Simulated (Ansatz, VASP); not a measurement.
## Cu (Cu(100)): VASP beside Ansatz

One calculation is typed for both programs; each brings its own data sets. How far apart do they land? The cell is taken from a series of runs on this material, whose earlier steps may have relaxed, scaled, displaced or heated it; both programs get it as it stands.

Method: plane waves, with VASP 6.6.1 beside it; single point at r2SCAN, in Ansatz 0.2.0.

### 1. Starting point

The cell holds 5 atoms: 5 Cu. Its edges and angles: a = 2.553 Å, b = 2.553 Å, c = 25.220 Å, α = 90.0°, β = 90.0°, γ = 90.0°. Vacuum lies along c.

### 2. Ansatz: single point, r2SCAN

Ansatz runs on its default PAW (the set named soft_2) files.

A single point gives forces, pressure and levels at one fixed geometry, so differences don't come from the geometry; what else differs is listed under the comparison.

The input, input.yaml:

```yaml
crystal:
  lattice:
    - [2.5526554801, 0.0, 0.0]
    - [0.0, 2.5526554801, 0.0]
    - [0.0, 0.0, 25.22]
  atoms:
    - { symbol: Cu, position: [0.0, 0.0, 0.3568596352] }
    - { symbol: Cu, position: [0.5, 0.5, 0.4284298176] }
    - { symbol: Cu, position: [0.0, 0.0, 0.5] }
    - { symbol: Cu, position: [0.5, 0.5, 0.5715701824] }
    - { symbol: Cu, position: [0.0, 0.0, 0.6431403648] }
kpoints:
  mp_grid: { grid: [20, 20, 1] }
hamiltonian:
  xc: r2scan
scf:
  occupations: { method: fermi_dirac, width: 0.1 }
  convergence: { dr2_threshold: 1.0e-10 }
efield:
  axis: 3
  dipole_correction: true
  ramp_position: 0.97
  ramp_width: 0.06
  amplitude: 0
output:
  forces: true
  write_potential: true
  write_density: true
  volumetric_format: npy
```

Started as:

```
$ ansatz run input.yaml --threads 4 --pin off --max-ram 6144MiB --backend cpu --events-out ev --progress --plain --runs-dir out
```

Numbers of over 12 decimals in the logs are rounded to 6 here.

Output:

```text
Engine: ansatz 0.2.0, aarch64-unknown-linux-gnu
Pseudopotentials: kind: paw
Pseudopotential: Cu, paw, valence charge 19, recommended cutoff 500 eV (meta_gga), Cu.paw.azcp
Functional definition: r2SCAN
  parameter k0 = 0.174
  parameter k1 = 0.065
  parameter a1 = 4.9479
  exchange = r2scan_x(k0 = k0, k1 = k1, a1 = a1)
  correlation = r2scan_c
Crystal: 5 atoms, lattice volume = 164.335 Å³
Basis set: ecut = 500 eV, 4239 PW (Γ), exchange–correlation on 80×80×768 points (64 copies of the dense FFT grid, shifted against one another)
Bands: 57, of which v1, the nominal top of the filled ones, is band 48 counted from 1 (47 counted from 0)
Symmetry: 8 space group operations
k-points: 66 of 400
Non-local potential: Cu, projectors of the file, l = 0: 3, l = 1: 2, l = 2: 3, l = 3: 1
PAW form: soft (Blöchl's): semilocal exchange-correlation on the pseudo side does not see the compensation charge
PAW frozen core: Cu, regenerated for the run's functional (the file was generated under x = pbe(κ = 0.804, μ = 0.219515), c = pbe(β = 0.066725))
PAW one-centre angular grid: Cu, 590 points (default); XC on 160 Gauss nodes
Initial density: superposition of atomic densities (neutral atoms: chi_scale 0, normalization atom), corrected by the library's trained network
Initial wavefunctions: pseudopotential atomic-orbital guess
Functional: x = r2scan, c = r2scan; τ floored in thin density (d = 2e-4 eV/Å³)
SCF iter   1: F=—  HF=-33154.843566 eV  |F-HF|=—  |Δ(HF+E_count)|=         —  Δρ=2.60e-2  dr2=6.55e-1  dr2_τ=4.70e-3  ethr=1.77e-3  p=0.000 e·Å  D=9.38e-14 V/Å  ΔV_dip=-0.00 eV  dr2_dipole=1.70e-8  V_vac-E_F(+/−)=4.79/4.79 eV  ⟨swp⟩=8.4  Hψ=16095  notcnv=0  defer=43
efield: sawtooth ramp at fractional position 0.9700 (set: `efield.ramp_position`, or a place that a band, a saddle search or an elastic batch's reference lends), width 0.0600; the density the first Hamiltonian is built on has a dipole p = 0.000 e·Å; the dipole correction subtracts the counter field D = 9.38e-14 V/Å, which shifts the + side's vacuum level by -0.00 eV against the − side's; the planar-averaged density in the ramp window peaks in size at 1.2e-5 e/Å³
preconditioner: auto → LDOS  [metal: Δε(μ)=0.011 eV  Ē_g=8.728 eV  σ=0.100 eV  W_gap=0.03  n_scr=30 (ndim 8)  ℏωp=21.5 eV  f_vac=0.598  D(μ)=1.45/eV (n_scr^D=10)  β→1.0]
SCF iter   2: F=—  HF=-33155.777677 eV  |F-HF|=—  |Δ(HF+E_count)|=   9.34e-1  Δρ=7.02e-2  dr2=4.52e0  dr2_τ=2.19e-2  ethr=6.89e-4  p=-0.000 e·Å  D=-2.54e-6 V/Å  ΔV_dip=0.00 eV  dr2_dipole=1.62e-7  V_vac-E_F(+/−)=4.10/4.10 eV  ⟨swp⟩=3.0  Hψ=9811  notcnv=0  defer=189  recentre
SCF iter   3: F=—  HF=-33154.763194 eV  |F-HF|=—  |Δ(HF+E_count)|=    1.01e0  Δρ=8.57e-3  dr2=7.58e-2  dr2_τ=6.33e-4  ethr=6.89e-4  p=-0.000 e·Å  D=-1.58e-6 V/Å  ΔV_dip=0.00 eV  dr2_dipole=7.45e-9  V_vac-E_F(+/−)=4.68/4.68 eV  ⟨swp⟩=3.0  Hψ=9154  notcnv=0  defer=185
SCF iter   4: F=—  HF=-33154.748932 eV  |F-HF|=—  |Δ(HF+E_count)|=   1.43e-2  Δρ=2.28e-3  dr2=6.81e-3  dr2_τ=2.67e-5  ethr=7.98e-5  p=0.000 e·Å  D=1.35e-7 V/Å  ΔV_dip=-0.00 eV  dr2_dipole=1.15e-9  V_vac-E_F(+/−)=4.57/4.57 eV  ⟨swp⟩=2.0  Hψ=6243  notcnv=0  defer=187
SCF iter   5: F=—  HF=-33154.748091 eV  |F-HF|=—  |Δ(HF+E_count)|=   8.41e-4  Δρ=4.53e-4  dr2=1.19e-3  dr2_τ=4.40e-6  ethr=7.17e-6  p=-0.000 e·Å  D=-9.19e-7 V/Å  ΔV_dip=0.00 eV  dr2_dipole=6.20e-10  V_vac-E_F(+/−)=4.56/4.56 eV  ⟨swp⟩=2.1  Hψ=5244  notcnv=0  defer=187
SCF iter   6: F=—  HF=-33154.748247 eV  |F-HF|=—  |Δ(HF+E_count)|=   1.56e-4  Δρ=5.98e-4  dr2=3.88e-4  dr2_τ=3.15e-6  ethr=1.25e-6  p=0.000 e·Å  D=5.64e-7 V/Å  ΔV_dip=-0.00 eV  dr2_dipole=3.85e-10  V_vac-E_F(+/−)=4.51/4.51 eV  ⟨swp⟩=2.0  Hψ=5411  notcnv=0  defer=187
SCF iter   7: F=—  HF=-33154.748211 eV  |F-HF|=—  |Δ(HF+E_count)|=   3.57e-5  Δρ=1.96e-4  dr2=5.06e-5  dr2_τ=4.24e-7  ethr=4.08e-7  p=-0.000 e·Å  D=-5.84e-8 V/Å  ΔV_dip=0.00 eV  dr2_dipole=7.51e-11  V_vac-E_F(+/−)=4.51/4.51 eV  ⟨swp⟩=2.0  Hψ=5277  notcnv=0  defer=187
SCF iter   8: F=—  HF=-33154.748202 eV  |F-HF|=—  |Δ(HF+E_count)|=   8.56e-6  Δρ=5.74e-5  dr2=4.52e-6  dr2_τ=6.27e-8  ethr=5.33e-8  p=-0.000 e·Å  D=-7.80e-8 V/Å  ΔV_dip=0.00 eV  dr2_dipole=2.31e-11  V_vac-E_F(+/−)=4.52/4.52 eV  ⟨swp⟩=2.0  Hψ=5341  notcnv=0  defer=187
SCF iter   9: F=—  HF=-33154.748213 eV  |F-HF|=—  |Δ(HF+E_count)|=   1.03e-5  Δρ=2.52e-5  dr2=2.50e-6  dr2_τ=1.50e-8  ethr=4.76e-9  p=0.000 e·Å  D=2.87e-8 V/Å  ΔV_dip=-0.00 eV  dr2_dipole=3.14e-14  V_vac-E_F(+/−)=4.51/4.51 eV  ⟨swp⟩=2.1  Hψ=5487  notcnv=0  defer=187
SCF iter  10: F=—  HF=-33154.748213 eV  |F-HF|=—  |Δ(HF+E_count)|=   7.94e-8  Δρ=7.11e-6  dr2=5.83e-8  dr2_τ=1.08e-9  ethr=2.64e-9  p=0.000 e·Å  D=3.26e-8 V/Å  ΔV_dip=-0.00 eV  dr2_dipole=1.06e-13  V_vac-E_F(+/−)=4.51/4.51 eV  ⟨swp⟩=2.0  Hψ=4976  notcnv=0  defer=187
SCF iter  11: F=—  HF=-33154.748213 eV  |F-HF|=—  |Δ(HF+E_count)|=   4.53e-8  Δρ=2.96e-6  dr2=8.95e-9  dr2_τ=1.54e-10  ethr=6.14e-11  p=-0.000 e·Å  D=-1.13e-8 V/Å  ΔV_dip=0.00 eV  dr2_dipole=2.34e-13  V_vac-E_F(+/−)=4.51/4.51 eV  ⟨swp⟩=2.3  Hψ=5528  notcnv=0  defer=187
SCF iter  12: F=—  HF=-33154.748213 eV  |F-HF|=—  |Δ(HF+E_count)|=   1.69e-8  Δρ=2.44e-6  dr2=5.86e-9  dr2_τ=5.46e-11  ethr=9.42e-12  p=0.000 e·Å  D=6.89e-8 V/Å  ΔV_dip=-0.00 eV  dr2_dipole=5.15e-13  V_vac-E_F(+/−)=4.51/4.51 eV  ⟨swp⟩=2.2  Hψ=5452  notcnv=0  defer=187
iter 13 met the thresholds in force, and the SCF goes on: an eigenvalue changes by 7.55 meV, over its tolerance of 1.05 meV (output.eigenvalues, Limitations)
SCF iter  13: F=-33154.748213 eV  HF=-33154.748213 eV  |F-HF|=1.55e-9  |Δ(HF+E_count)|=   1.57e-9  Δρ=3.13e-7  dr2=9.57e-11  dr2_τ=2.17e-12  ethr=1.00e-12  p=-0.000 e·Å  D=-5.97e-8 V/Å  ΔV_dip=0.00 eV  dr2_dipole=5.84e-13  V_vac-E_F(+/−)=4.51/4.51 eV  ⟨swp⟩=15.3  Hψ=26913  notcnv=0
iter 14 met the thresholds in force, and the SCF goes on: an eigenvalue changes by 6.55 meV, over its tolerance of 1.05 meV (output.eigenvalues, Limitations)
SCF iter  14: F=-33154.748213 eV  HF=-33154.748213 eV  |F-HF|=6.77e-10  |Δ(HF+E_count)|=  5.38e-10  Δρ=2.30e-7  dr2=5.28e-11  dr2_τ=6.84e-13  ethr=1.00e-12  p=0.000 e·Å  D=6.97e-8 V/Å  ΔV_dip=-0.00 eV  dr2_dipole=5.54e-13  V_vac-E_F(+/−)=4.51/4.51 eV  ⟨swp⟩=7.6  Hψ=20706  notcnv=0
Mixer restart at iter 14: flushing history
SCF iter  15: F=-33154.748213 eV  HF=-33154.748213 eV  |F-HF|=1.64e-8  |Δ(HF+E_count)|=   1.32e-9  Δρ=1.35e-6  dr2=1.15e-8  dr2_τ=8.83e-12  ethr=1.00e-12  p=0.000 e·Å  D=1.17e-6 V/Å  ΔV_dip=-0.00 eV  dr2_dipole=4.42e-9  V_vac-E_F(+/−)=4.51/4.51 eV  ⟨swp⟩=2.0  Hψ=5412  notcnv=0  κ⁻¹=1.0e0(r=1)
SCF iter  16: F=-33154.748213 eV  HF=-33154.748213 eV  |F-HF|=4.59e-9  |Δ(HF+E_count)|=  4.29e-10  Δρ=5.20e-7  dr2=3.10e-9  dr2_τ=1.51e-12  ethr=1.00e-12  p=-0.000 e·Å  D=-2.00e-6 V/Å  ΔV_dip=0.00 eV  dr2_dipole=1.53e-9  V_vac-E_F(+/−)=4.51/4.51 eV  ⟨swp⟩=2.1  Hψ=4649  notcnv=0  κ⁻¹=1.3e-2(r=2)
SCF iter  17: F=-33154.748213 eV  HF=-33154.748213 eV  |F-HF|=2.91e-11  |Δ(HF+E_count)|=  5.82e-11  Δρ=1.47e-7  dr2=4.46e-11  dr2_τ=9.77e-14  ethr=1.00e-12  p=-0.000 e·Å  D=-2.92e-9 V/Å  ΔV_dip=0.00 eV  dr2_dipole=2.77e-15  V_vac-E_F(+/−)=4.51/4.51 eV  ⟨swp⟩=8.5  Hψ=21266  notcnv=0
SCF 1 converged in 17 iterations: F = -33154.748213 eV  dr2 = 4.46e-11
  greatest PAW one-centre occupation: 1.000 electrons in one spin orbital (limit 2), on the Cu atom at site 4 (counted from 0), in its partial waves of l = 0
WARN: The output density's exchange-correlation potential varies sharply where the density is thin. Do not read a vacuum level from v_tot or v_xc, or from such a field of the output density. On a cell that repeats whose density bears no net charge and no dipole along the vacuum's axis use v_es (v_loc + v_h of the components); under efield.dipole_correction with no amplitude use v_es + v_field, which holds any externa [...]
SCF converged after 17 iterations
an eigenvalue changed by more than its tolerance at an iteration that met the thresholds in force, so the SCF went on 2 times, its first undamped step at iteration 14: the last check found none over its tolerance
Free energy (F): -33154.748213 eV
Harris-Foulkes:  -33154.748213 eV  (|F-HF|=2.91e-11)
Internal energy: -33154.696576 eV  (E = F + TS)
E sigma→0 (E₀):  -33154.722394 eV
Entropy (-TS):   -0.051637 eV (-10.327 meV/atom)
Fermi energy:    3.102034 eV
Dipole field:    D = -0.000000 V/Å  (p = -0.000000 e·Å, saw-weighted, corrected)
Work function:   Φ+ = 4.5137 eV   Φ− = 4.5137 eV
Levels:          The Fermi level and band energies are counted from a zero that moves with the ramp; work functions are not
--- Per-component energies (eV) ---
  E_band       = -3192.870104
  E_kinetic    = 1496.755293
  E_local      = -241210.179319  (includes V_loc(G=0)·N_el)
  E_nonlocal   = 1986.924003
  E_hartree    = 118790.109837
  E_xc         = -414.602081
  E_vxc        = -617.029263  (∫ρ·V_xc dr)
  E_paw        = -8400.521556  (= ΣΔE_a)
  E_vpaw       = -2474.154157  (= ΣTr[D̂ρ^β])
  E_aug_tail   = 0.000698  (compensation charges beyond the density's cutoff)
  E_vtau       = 44.591395  (kinetic-family band-sum trace: ∫τ·v_τ [+ j·A + Jᵃ·Aᵃ] dr)
  E_efield     = 0.000000  (sawtooth field / dipole correction)
  E_vefield    = 0.000000  (∫n·V_field dr)
  E_ewald      = 94598.322089
  E_core_change = -1.505540  (= ΣΔE_core)
  E_smearing   = -0.051637  (= −TS)
  E_closure    = -0.000000  (closes the sum)
  Σ components = -33154.748213   (vs F -33154.748213, Δ=0.00e0)
--- Forces (eV/Å), atoms counted from 1 ---
  atom   1  Cu     0.00000000     0.00000000     0.39931911
  atom   2  Cu    -0.00000000     0.00000000    -0.24873288
  atom   3  Cu    -0.00000000     0.00000000     0.00000009
  atom   4  Cu    -0.00000000     0.00000000     0.24873285
  atom   5  Cu    -0.00000000     0.00000000    -0.39931940
  max |Σ_I F_I| component: 2.35e-7 eV/Å
--- Band table (eV; the first three rows and the last of 66) ---
  k-point 0: bands = [... 44 lower, 1.3952, 1.5438, 1.5522, 1.5647, 1.5647, 3.0042, 4.3174, 7.5076, ... 5 higher]
  k-point 1: bands = [... 44 lower, 1.4223, 1.5099, 1.5283, 1.5372, 1.5821, 3.1219, 4.4532, 7.5646, ... 5 higher]
  k-point 2: bands = [... 44 lower, 1.4579, 1.4631, 1.4974, 1.5891, 1.6911, 3.4284, 4.8207, 7.7353, ... 5 higher]
  k-point 65: bands = [... 44 lower, 1.9653, 5.4084, 5.4084, 7.1707, 7.1707, 9.4317, 9.4317, 10.7392, ... 5 higher]
```

In the SCF lines HF is the Harris–Foulkes energy and dr2 the Hartree energy of the density residual, in eV; the loop may stop once dr2 is under the threshold and the program's other checks hold. Hψ counts applications of the Hamiltonian.

### 3. VASP: single point, r2SCAN

The same cell, functional, mesh and smearing now go to VASP, with its own data sets.

Lines of VASP's logs that name or quote its potential files are left out, and so is its time.

The input, INCAR:

```
SYSTEM = Cu
PREC = Accurate
ENCUT = 580
EDIFF = 1E-06
NELM = 120
ISMEAR = -1
SIGMA = 0.1
LREAL = .FALSE.
ALGO = Normal
METAGGA = R2SCAN
LASPH = .TRUE.
NBANDS = 34
LORBIT = 11
LWAVE = .FALSE.
LCHARG = .FALSE.
ISIF = 2
LDIPOL = .TRUE.
IDIPOL = 3
DIPOL = 0.5 0.5 0.5
LVHAR = .TRUE.
GGA_COMPAT = .FALSE.
NELMDL = -8
LMIXTAU = .TRUE.
KPAR = 2
```

The input, POSCAR:

```
Cu
1.0
    2.5526554801      0.0000000000      0.0000000000
    0.0000000000      2.5526554801      0.0000000000
    0.0000000000      0.0000000000     25.2200000000
Cu
5
Direct
    0.0000000000      0.0000000000      0.3568596352
    0.5000000000      0.5000000000      0.4284298176
    0.0000000000      0.0000000000      0.5000000000
    0.5000000000      0.5000000000      0.5715701824
    0.0000000000      0.0000000000      0.6431403648
```

The input, KPOINTS:

```
Automatic mesh
0
Gamma
20 20 1
0 0 0
```

PAW data sets: Cu (PBE family, release 64).

Started as:

```
$ mpirun -np 2 vasp_std
```

Output:

```text
[banner, memory and clock lines left out]
running    2 mpi-ranks, on    1 nodes
 distrk:  each k-point on    1 cores,    2 groups
 distr:  one band on    1 cores,    1 groups

 POSCAR found type information on POSCAR Cu
 POSCAR found :  1 types and       5 ions
|                                                                             |
|               ----> ADVICE to this user running VASP <----                  |
|                                                                             |
|     You enforced a specific xc type in the INCAR file but a different       |
|     [... a line on the potential file left out ...]
|     I HOPE YOU KNOW WHAT YOU ARE DOING!                                     |
|                                                                             |

 LDA part: xc-table for (None), standard interpolation
 POSCAR, INCAR and KPOINTS ok, starting setup
 FFT: planning ... GRIDC
 FFT: planning ... GRID_SOFT
 FFT: planning ... GRID
 WAVECAR not read
 entering main loop
       N       E                     dE             d eps       ncg     rms          rms(c)
DAV:   1     0.444453109599E+03    0.44445E+03   -0.25733E+04  4488   0.218E+03
DAV:   2    -0.208599714615E+02   -0.46531E+03   -0.45278E+03  4488   0.417E+02
DAV:   3    -0.638840106874E+02   -0.43024E+02   -0.41050E+02  4858   0.186E+02
DAV:   4    -0.653955136537E+02   -0.15115E+01   -0.15025E+01  5052   0.441E+01
DAV:   5    -0.654317803954E+02   -0.36267E-01   -0.36235E-01  5478   0.555E+00
DAV:   6    -0.654333492427E+02   -0.15688E-02   -0.15688E-02  5716   0.976E-01
DAV:   7    -0.654334316599E+02   -0.82417E-04   -0.82416E-04  6290   0.189E-01
DAV:   8    -0.654334348134E+02   -0.31535E-05   -0.31534E-05  5092   0.296E-02    0.166E+01
DAV:   9    -0.601908932135E+02    0.52425E+01   -0.57837E+01  4944   0.144E+02    0.957E+00
DAV:  10    -0.576083179979E+02    0.25826E+01   -0.10420E+01  5422   0.710E+01    0.210E+00
DAV:  11    -0.571386464375E+02    0.46967E+00   -0.14773E+00  5216   0.367E+01    0.969E-01
DAV:  12    -0.558811324176E+02    0.12575E+01   -0.36414E-01  5408   0.894E+00    0.130E+00
DAV:  13    -0.552522931041E+02    0.62884E+00   -0.18302E-01  5082   0.703E+00    0.311E-01
DAV:  14    -0.547009229055E+02    0.55137E+00   -0.19270E-02  7378   0.371E+00    0.331E-01
[...]
DAV:  61    -0.527344160717E+02    0.62667E-04   -0.72725E-05  6804   0.101E-01    0.112E-02
DAV:  62    -0.527346604881E+02   -0.24442E-03   -0.37469E-05  5134   0.593E-02    0.367E-03
DAV:  63    -0.527346323012E+02    0.28187E-04   -0.39344E-06  4146   0.263E-02    0.364E-03
DAV:  64    -0.527345682903E+02    0.64011E-04   -0.32456E-06  3126   0.247E-02    0.500E-03
DAV:  65    -0.527348257669E+02   -0.25748E-03   -0.15040E-05  4824   0.473E-02    0.390E-03
DAV:  66    -0.527349475383E+02   -0.12177E-03   -0.83331E-06  4340   0.239E-02    0.475E-03
DAV:  67    -0.527349741558E+02   -0.26617E-04   -0.33201E-06  3620   0.187E-02    0.509E-03
DAV:  68    -0.527349731665E+02    0.98923E-06   -0.25550E-06  3422   0.132E-02
   1 F= -.52734973E+02 E0= -.52709489E+02  d E =-.509683E-01
```

(Part 1 of 2 ends here.)

[Lines on the potential files, build, host, timing and source positions are cut from VASP's logs without a mark.]

[Logs are printed without paths, hosts, clocks, repeated set-up lines and the standing remarks that a program may print on its own settings, such as how far it seeks lower states.]

[Hosts, paths, dates, database ids (printed as entryN), source tags and the programs' standing remarks are cut or masked in the printed files.]
